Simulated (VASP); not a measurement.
All values below come from r2SCAN meta-GGA, VASP's PBE PAW potentials (set 64) (plane waves; VASP).

The input files of a VASP run:

INCAR:
```
# general
SYSTEM  = C
PREC    = Accurate
ENCUT   = 520
LREAL   = .FALSE.
LASPH   = .TRUE.   # aspherical one-centre terms

# electronic loop
EDIFF   = 1E-6   # SCF stop (eV)
NELM    = 100
ALGO    = Normal   # blocked Davidson
LMIXTAU = .TRUE.

# smearing
ISMEAR  = 1
SIGMA   = 0.1   # width (eV)

# functional
METAGGA = R2SCAN

# ions
IBRION  = 2
NSW     = 60
ISIF    = 3   # ions, shape and volume
EDIFFG  = -0.01

# output
LWAVE   = .FALSE.
LCHARG  = .FALSE.
```

### KPOINTS
```
Automatic mesh
0
Gamma
18 18 18
0 0 0
```

### POSCAR
```
C
1
    1.7827205548     0.0000000000     0.0000000000
    0.0000000000     1.7827205548    -0.0000000000
   -0.0000000000     0.0000000000     1.7827205548
C
1
Direct
  0.0000000000   0.0000000000   0.0000000000
```

POTCAR, in this order: C (PBE.64 set). Program: vasp_std.

Estimate the energy per atom (σ→0), volume per atom, band gap (on the k-mesh).

```
Quantity                                                    Result
------------------------  ----------------------------------------
energy per atom (σ→0)                               -7.039 eV/atom
band gap (on the k-mesh)  none (metal, semimetal or under 0.01 eV)
volume per atom                                       5.64 Å³/atom
```

OSZICAR:
```
...
   2 F= -.70395152E+01 E0= -.70394551E+01  d E =-.599937E-04
       N       E                     dE             d eps       ncg     rms          rms(c)
DAV:   1    -0.703955276339E+01   -0.37724E-04   -0.11221E-03  2652   0.310E-01    0.261E-02
DAV:   2    -0.703955507723E+01   -0.23138E-05   -0.24446E-05  2790   0.477E-02    0.154E-02
DAV:   3    -0.703954174627E+01    0.13331E-04   -0.15179E-05  2640   0.425E-02    0.282E-03
DAV:   4    -0.703955906988E+01   -0.17324E-04   -0.88813E-06  2652   0.286E-02    0.707E-04
DAV:   5    -0.703955909128E+01   -0.21402E-07   -0.39061E-08  1422   0.237E-03
   3 F= -.70395591E+01 E0= -.70394923E+01  d E =-.103836E-03
```

The structure was generated: C was put into the simple-cubic type (Pm-3m), which need not be its known phase. This run relaxes it. Symmetry was kept, so distortions that lower it aren't found. The start is the result of an earlier pass.
